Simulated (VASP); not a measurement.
Calculation: PBE GGA, VASP's PBE PAW potentials (set 64) (plane waves; VASP 6.6.1).

VASP ran on this input.

### INCAR
```
SYSTEM = Tc
PREC = Accurate; ENCUT = 480; LREAL = .FALSE.
LASPH = .TRUE.
EDIFF = 1E-6; NELM = 100; ALGO = Normal
LMAXMIX = 4
ISMEAR = 1; SIGMA = 0.1
GGA = PE
IBRION = 2; NSW = 60; ISIF = 3
EDIFFG = -0.01
LWAVE = .FALSE.; LCHARG = .FALSE.
```

POSCAR:
```
Tc
1
    1.3700000000    -2.3729100000     0.0000000000
    1.3700000000     2.3729100000     0.0000000000
    0.0000000000     0.0000000000     4.3900000000
Tc
2
Direct
  0.3333330000   0.6666670000   0.2500000000
  0.6666670000   0.3333330000   0.7500000000
```

**KPOINTS**
```
kpoints
0
G
14 14 8
0 0 0
```

POTCAR, in this order: Tc_pv (PBE.64 set). Program: vasp_std.

**Question.** What does the run give for the energy per atom (σ→0), volume per atom, band gap (on the k-mesh)?

**Answer.** 
```
Quantity                                                     Value
------------------------  ----------------------------------------
energy per atom (σ→0)                              -10.349 eV/atom
band gap (on the k-mesh)  none (metal, semimetal or under 0.01 eV)
volume per atom                                      14.39 Å³/atom
```

OSZICAR:
```
...
DAV:   1    -0.208951414650E+02   -0.21130E+00   -0.55159E+00  4201   0.280E+01    0.484E+00
DAV:   2    -0.207022891202E+02    0.19285E+00   -0.56973E-01  4228   0.784E+00    0.671E-01
DAV:   3    -0.206951797091E+02    0.71094E-02   -0.59961E-02  4483   0.230E+00    0.706E-01
DAV:   4    -0.206985446538E+02   -0.33649E-02   -0.26018E-03  4166   0.416E-01    0.484E-02
DAV:   5    -0.206987545308E+02   -0.20988E-03   -0.63446E-04  4546   0.229E-01    0.268E-02
DAV:   6    -0.206987618624E+02   -0.73316E-05   -0.44771E-05  4185   0.622E-02    0.995E-03
DAV:   7    -0.206987613042E+02    0.55817E-06   -0.74488E-07  2279   0.849E-03
   3 F= -.20698761E+02 E0= -.20698352E+02  d E =-.170750E-02
```

The compound is Tc in the hcp structure. This run relaxes it. Symmetry was kept, so distortions that lower it aren't found.
